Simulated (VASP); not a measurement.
VASP ran on this input.

POSCAR:
```
Au
1
    0.0000000000     2.0562664725     2.0562664725
    2.0562664725     0.0000000000     2.0562664725
    2.0562664725     2.0562664725     0.0000000000
Au
1
Direct
  0.0000000000   0.0000000000   0.0000000000
```

**KPOINTS**
```
Automatic
0
gamma
 15 15 15
```

**INCAR**
```
ALGO = Normal
EDIFF = 1E-7
ENCUT = 520
GGA = PE
ISIF = 2
ISMEAR = 1
LASPH = T
LCHARG = F
LMAXMIX = 6
LREAL = F
LWAVE = F
NELM = 100
PREC = Accurate
SIGMA = 0.1
SYSTEM = Au
```

POTCAR, in this order: Au (PBE.64 set). Program: vasp_std.

Q: Write an equivalent input for Ansatz.

A: One equivalent input (not run):
Ansatz 0.2 input:
```yaml
crystal:
  lattice:
    - [0.0000000, 2.0562665, 2.0562665]
    - [2.0562665, 0.0000000, 2.0562665]
    - [2.0562665, 2.0562665, 0.0000000]
  atoms:
    - { symbol: Au, position: [0.0000000, 0.0000000, 0.0000000] }
kpoints:
  mp_grid: { grid: [15, 15, 15] }
hamiltonian:
  xc: pbe
  pseudopotentials: { kind: paw }
scf:
  occupations: { method: methfessel_paxton, width: 0.1 }
  max_iter: 100
output: { forces: true, stress: true, eigenvalues: true }
```
Limits of the translation: each code has its own PAW files, so the cut-off isn't converted (ENCUT is set for VASP's; basis.ecutwfc is left out, and Ansatz then takes the one that its files recommend); Ansatz stops its SCF on the density residual and VASP on the energy change (EDIFF).

The compound is Au in the fcc structure. This cell is one point of a volume scan, at 0.97 of the reference volume.
